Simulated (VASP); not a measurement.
HfTeSe5:

```
Hf Te Se
1.0
     6.86431    0.00000    0.00000
    -3.43216    5.94467    0.00000
     0.00000    0.00000    4.61940
Hf Te Se
1 1 5
Direct
  0.00000 0.00000 0.00000
  0.00000 0.00000 0.50000
  0.33333 0.66667 0.00000
  0.66667 0.33333 0.00000
  0.50000 0.00000 0.00000
  0.00000 0.50000 0.00000
  0.50000 0.50000 0.00000
```

The cell was built by a generator and needn't be a form met in nature.

| Item | Value |
| --- | --- |
| Program | VASP 6.6.1 |
| Task | relaxation of cell and atoms |
| Functional | PBE |
| Potentials or basis | VASP PAW PBE potentials, release 64 (Hf_pv, Te, Se) |
| Cutoff | 520 eV |
| k mesh | 3 × 3 × 3 |
| Occupations | gaussian, width 0.15 eV |
| Spin | no spin polarisation |

At the start: pressure 52.5 GPa; volume 26.93 Å³/atom.

**Question.** How do energy, volume and symmetry change on relaxing?

**Answer.** Over 7 steps the energy falls by 2054.7 meV/atom and the volume is 46.61 Å³/atom (+73.1 %); space group P6/mmm (No. 191, to 0.05 Å).

The path:
| step | energy change (eV) | largest force (eV/Å) | pressure (GPa) | volume (Å³) |
| --- | --- | --- | --- | --- |
| 1 | 0.0000 | 0.0000 | 52.54 | 188.50 |
| 2 | -9.3395 | 0.0000 | -4.31 | 542.56 |
| 3 | -14.2720 | 0.0000 | -0.02 | 329.18 |
| 4 | -14.3290 | 0.0000 | 0.22 | 325.85 |
| 5 | -14.3260 | 0.0000 | 0.51 | 322.61 |
| 6 | -14.3830 | 0.0000 | 0.18 | 326.58 |
| 7 | -14.3831 | 0.0000 | 0.19 | 326.29 |

Final structure:
```
CELL_PARAMETERS angstrom
8.38696 0.00000 0.00000
-4.19348 7.26332 0.00000
0.00000 0.00000 5.35632
ATOMIC_POSITIONS crystal
Hf 0.00000 0.00000 0.00000
Te 0.00000 0.00000 0.50000
Se 0.33333 0.66667 0.00000
Se 0.66667 0.33333 0.00000
Se 0.50000 0.00000 0.00000
Se 0.00000 0.50000 0.00000
Se 0.50000 0.50000 0.00000
```

Caveat: the k mesh is coarse (spacing up to 0.45 Å⁻¹), so the values aren't converged; the volume moved by over 15 % at a fixed basis, so the end points are rough.
